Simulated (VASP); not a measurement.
These are TPSS meta-GGA, VASP's PBE PAW potentials (set 64) (plane waves; VASP) values and carry that method's errors.

Input for VASP

**POSCAR**
```
Ni
1.7371320
  0.0000000000   1.0000001022   1.0000001022
  1.0000001022   0.0000000000   1.0000001022
  1.0000001022   1.0000001022   0.0000000000
Ni
1
Cart
  0.0000000000   0.0000000000   0.0000000000
```

KPOINTS:
```
K-points
0
Gamma
  18 18 18
```

INCAR:
```
# general
SYSTEM  = Ni
PREC    = Accurate
ENCUT   = 520
LREAL   = .FALSE.
LASPH   = .TRUE.

# electronic loop
EDIFF   = 1E-7
NELM    = 100
ALGO    = Normal
LMAXMIX = 4
LMIXTAU = .TRUE.

# smearing
ISMEAR  = 1
SIGMA   = 0.1

# functional
METAGGA = TPSS

# spin
ISPIN   = 2
MAGMOM  = 0.6

# ions
ISIF    = 2

# output
LWAVE   = .FALSE.
LCHARG  = .FALSE.
LORBIT  = 10
```

POTCAR, in this order: Ni (PBE.64 set). Program: vasp_std.

**Question.** Predict the energy per atom (σ→0), cell moment, band gap (on the k-mesh).

**Answer.** 
```yaml
energy per atom (σ→0): -13.306 eV/atom
cell_moment: 0.62 μB
band gap (on the k-mesh): none (metal, semimetal or under 0.01 eV)
```

**OSZICAR**
```
...
DAV:   9    -0.133071431439E+02   -0.69759E-02   -0.68987E-02  7822   0.340E+00    0.499E-01
DAV:  10    -0.133056039837E+02    0.15392E-02   -0.39938E-03  7924   0.575E-01    0.106E-01
DAV:  11    -0.133054925986E+02    0.11139E-03   -0.67714E-04  9188   0.255E-01    0.408E-02
DAV:  12    -0.133054952070E+02   -0.26084E-05   -0.22811E-05  7662   0.480E-02    0.217E-02
DAV:  13    -0.133054970287E+02   -0.18217E-05   -0.47721E-05  7835   0.746E-02    0.347E-03
DAV:  14    -0.133054967660E+02    0.26272E-06   -0.10491E-06  7534   0.161E-02    0.181E-03
DAV:  15    -0.133054966918E+02    0.74183E-07   -0.35998E-07  3965   0.901E-03
   1 F= -.13305497E+02 E0= -.13305707E+02  d E =0.630538E-03  mag=     0.6186
```

The compound is Ni in the fcc structure. It was relaxed first.
